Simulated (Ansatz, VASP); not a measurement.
# B2O in VASP and in Ansatz

File INCAR:

```
SYSTEM = B2O
PREC = Accurate ; ENCUT = 520
EDIFF = 1E-6 ; ISMEAR = -1
SIGMA = 0.05 ; LREAL = .False.
LASPH = .True. ; NELM = 100
ALGO = Normal ; ISIF = 2
LWAVE = .False. ; LCHARG = .False.
GGA = PE ; NBANDS = 21
```

The input KPOINTS:

```
Automatic mesh
0
Gamma
  11 11 4
  0 0 0
```

File POSCAR:

```
B2O
1.0
    2.8202284070      0.0000000000      0.0000000000
   -1.4101142035      2.4423894449      0.0000000000
    0.0000000000      0.0000000000      6.9080412387
O B
2 4
Direct
    0.3333333333      0.6666666667      0.6940000000
    0.6666666667      0.3333333333      0.3060000000
    0.3333333333      0.6666666667      0.9770000000
    0.6666666667      0.3333333333      0.0230000000
    0.0000000000      0.0000000000      0.6200000000
    0.0000000000      0.0000000000      0.3800000000
```

File input.yaml:

```yaml
crystal:
  lattice:
    - [2.820228407, 0.0, 0.0]
    - [-1.4101142035, 2.4423894449, 0.0]
    - [0.0, 0.0, 6.9080412387]
  atoms:
    - { symbol: O, position: [0.3333333333, 0.6666666667, 0.694] }
    - { symbol: O, position: [0.6666666667, 0.3333333333, 0.306] }
    - { symbol: B, position: [0.3333333333, 0.6666666667, 0.977] }
    - { symbol: B, position: [0.6666666667, 0.3333333333, 0.023] }
    - { symbol: B, position: [0.0, 0.0, 0.62] }
    - { symbol: B, position: [0.0, 0.0, 0.38] }
hamiltonian:
  xc: pbe
  pseudopotentials: { kind: paw }
kpoints:
  mp_grid: { grid: [11, 11, 4] }
scf:
  occupations: { method: fermi_dirac, width: 0.05 }
output:
  forces: true
  stress: true
  eigenvalues: true
```

Alike in both runs: task single point; functional PBE; k mesh 11 × 11 × 4; occupations fermi-dirac, width 0.05 eV; no spin polarisation.

|  | VASP | Ansatz |
| --- | --- | --- |
| version | VASP 6.6.1 | Ansatz 0.2.0 |
| potentials or method | VASP PAW PBE potentials, release 64 (O, B) | Ansatz PAW |
| plane-wave cutoff (eV) | 520 | 420 |
| valence electrons in the cell | 24 | 24 |

```tsv
	VASP	Ansatz	Ansatz less VASP
gap on the k mesh at the Fermi level (eV)	none	none	-
pressure (GPa)	-10.6	-10.6	+0.01
largest component of the traceless stress (GPa)	19.94	20.15	+0.211
rms of the force components (eV/Å)	0.161	0.155	-0.0061
```

Atom by atom the forces differ by 0.007 eV/Å (rms over components). A gap of «none» marks a metal or a gap that the smearing closes.

Caveats: the pressure holds a Pulay correction of +0.7 GPa for the finite cutoff (Ansatz).
